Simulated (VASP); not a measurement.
## BeS: energy against volume

BeS (zinc blende, F-43m, 14.510 Å³/atom and stress up to 0.12 GPa in the relaxed cell, cube axes along x, y and z) under an equal strain ε along all three axes. PBE in VASP (plane waves, PAW), 480 eV, 12×12×12 Γ-centred mesh, Gaussian smearing 0.05 eV; ions are relaxed, or left where forces stay under 0.02 eV/Å, within the symmetry of each cell.

Here V stands for volume and E for E less E0.

```csv
volume (Å³/atom),E less E0 (meV/atom),pressure (GPa)
13.6569,15.63,6.15
13.8670,8.61,4.44
14.0793,3.72,2.83
14.2937,0.88,1.31
14.5102,0.00,-0.12
14.7290,1.01,-1.47
14.9499,3.83,-2.73
15.1730,8.39,-3.92
15.3984,14.60,-5.03
15.8557,?,?
```

**Question.** Fit E against V with the third-order Birch-Murnaghan form, a cubic in V^(-2/3), and predict the withheld value at V = 15.8557.

**Answer.** With u = V^(-2/3) - 0.168, the rows have u = 0.007024, 0.005252, 0.003506, 0.001787, 0.000094, -0.001575, -0.003219, -0.004838, -0.006434. Least squares gives E = 0.010 - 109.83·u + 333926·u² - 237456·u³. Residuals (row less fit): -0.001, 0.000, 0.001, 0.001, -0.003, -0.002, -0.002, 0.006, -0.003; standard error 0.004 (degrees of freedom: 5). Its minimum lies at u = 0.000164, so V0 = (0.168164)^(-3/2) = 14.50. There d²E/du² = 667600 and d³E/du³ = -1425000, so B0 = (4/9) × 14.50^(-7/3) × 667600 × 0.160218 = 92.7 GPa (the last factor turns the table's units into GPa), and B0' = 4 + (2/3) × 0.168164 × (-1425000)/667600 = 3.8. B0' rests on the cubic coefficient alone and has a standard error of 0.1 from these residuals. At the withheld row, u = -0.009556, so E = 0.010 - 109.83 × (-0.009556) + 333926 × (-0.009556)² - 237456 × (-0.009556)³ = 31.760 meV/atom. The calculation gives 31.75 meV/atom, 0.010 meV/atom below the prediction (0.0 % of the range of E in the table). The row lies outside the fitted rows, so this is an extrapolation. The scatter of the fitted rows lies at the last printed digit.

Other structures, which can take over under pressure, weren't tried. The same form fitted to the pressure column gives B0' = 3.8; series where the two differ by over 0.4 aren't shown. Rows are the converged runs of the series near zero and its far end, less any whose ions stayed unrelaxed beside relaxed ones; series whose fitted rows scatter by over a few per cent of the range, as at a crossing or softening among them, aren't shown in this form.
